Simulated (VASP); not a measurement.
**KTaO3: stress against strain**

KTaO3 (cubic perovskite, Pm-3m, 12.704 Å³/atom and stress up to 0.13 GPa in the relaxed cell, cube axes along x, y and z) under a strain ε along a cube axis (axis z), the other axes held. PBEsol in VASP (plane waves, PAW), 600 eV, 8×8×8 Γ-centred mesh, Gaussian smearing 0.05 eV; ions are relaxed, or left where forces stay under 0.02 eV/Å, within the symmetry of each cell. Stress is positive for a compressed cell.

Here s stands for strain and y for stress zz.

```csv
strain (%),stress zz (GPa)
-3.00,?
-1.50,7.27
-1.00,4.67
-0.50,2.21
0.00,-0.13
0.50,-2.35
1.00,-4.44
1.50,-6.42
```

**Question.** Fit y against s with a straight line, and predict the withheld value at s = -3.00.

**Answer.** Means: s 0, y 0.116. About the means, the sum of products is -31.925 and the sum of squares of s is 7.0000; the slope is their ratio. Least squares gives y = 0.116 - 4.5607·s. Residuals (row less fit): 0.313, -0.007, -0.186, -0.246, -0.186, 0.005, 0.305; standard error 0.253 (degrees of freedom: 5). The slope gives the elastic constant C11 = 456 ± 10 GPa (± standard error of the fit, which holds the terms cut off). At the withheld row, y = 0.116 - 4.5607 × (-3.0) = 13.798 GPa. The calculation gives 15.95 GPa, 2.152 GPa above the prediction (9.6 % of the range of y in the table). The row lies outside the fitted rows, so this is an extrapolation. From the scatter of the fitted rows alone, a prediction at this place has a standard error of 0.395 GPa, so the miss is 5.4 times that.

A polynomial of degree 2 through the 12 other runs of the series gives 15.81 there, so most of the miss is curvature that the fit leaves out. The primitive cell can neither tilt nor turn polar against its symmetry, as such crystals can under strain. Rows are the converged runs of the series near zero and its far end; series whose fitted rows scatter by over a few per cent of the range, as at a crossing or softening among them, aren't shown in this form, nor equations of state whose B0' disagrees with the runs' pressures. Most that stay on the fit to the last digits aren't either.
